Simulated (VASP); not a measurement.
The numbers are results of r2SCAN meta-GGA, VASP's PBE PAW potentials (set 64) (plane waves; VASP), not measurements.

A VASP calculation is set up with these files.

INCAR:
```
SYSTEM = SrTiO3
PREC = Accurate
ENCUT = 520
EDIFF = 1E-7
NELM = 100
ALGO = Normal
LREAL = .FALSE.
LASPH = .TRUE.
ISMEAR = -5
METAGGA = R2SCAN
LMIXTAU = .TRUE.
LMAXMIX = 4
LWAVE = .FALSE.
LCHARG = .FALSE.
LORBIT = 11
NEDOS = 601
ISIF = 2
LEFG = .TRUE.
```

### KPOINTS_OPT
```
k-points along high-symmetry lines
10
Line-mode
Reciprocal
  0.000000   0.000000   0.000000 ! GAMMA
  0.000000   0.500000   0.000000 ! X

  0.000000   0.500000   0.000000 ! X
  0.500000   0.500000   0.000000 ! M

  0.500000   0.500000   0.000000 ! M
  0.000000   0.000000   0.000000 ! GAMMA

  0.000000   0.000000   0.000000 ! GAMMA
  0.500000   0.500000   0.500000 ! R

  0.500000   0.500000   0.500000 ! R
  0.000000   0.500000   0.000000 ! X

  0.500000   0.500000   0.500000 ! R
  0.500000   0.500000   0.000000 ! M
```

KPOINTS:
```
Automatic mesh
0
Gamma
6 6 6
0 0 0
```

POSCAR:
```
SrTiO3
1
    3.9131558912     0.0000000000    -0.0000000000
    0.0000000000     3.9131558912     0.0000000000
   -0.0000000000     0.0000000000     3.9131558912
Sr Ti O
1 1 3
Direct
  0.0000000000   0.0000000000   0.0000000000
  0.5000000000   0.5000000000   0.5000000000
  0.5000000000   0.0000000000   0.5000000000
  0.0000000000   0.5000000000   0.5000000000
  0.5000000000   0.5000000000   0.0000000000
```

POTCAR, in this order: Sr_sv Ti_sv O (PBE.64 set). Program: vasp_std.

Problem. What will the output report for the number of irreducible k-points (NKPTS), number of bands (NBANDS), largest plane-wave count, number of space-group operations, FFT grid (NGX, NGY, NGZ)?

Solution. 
```yaml
number of irreducible k-points (NKPTS): 20
number of bands (NBANDS): 24
largest_plane_wave_count: 1640
number_of_space_group_operations: 48
FFT grid (NGX, NGY, NGZ): 30 × 30 × 30
```

The compound is SrTiO3 in the cubic perovskite structure, the ideal cubic form; the compound distorts at low or room temperature. It was relaxed first.
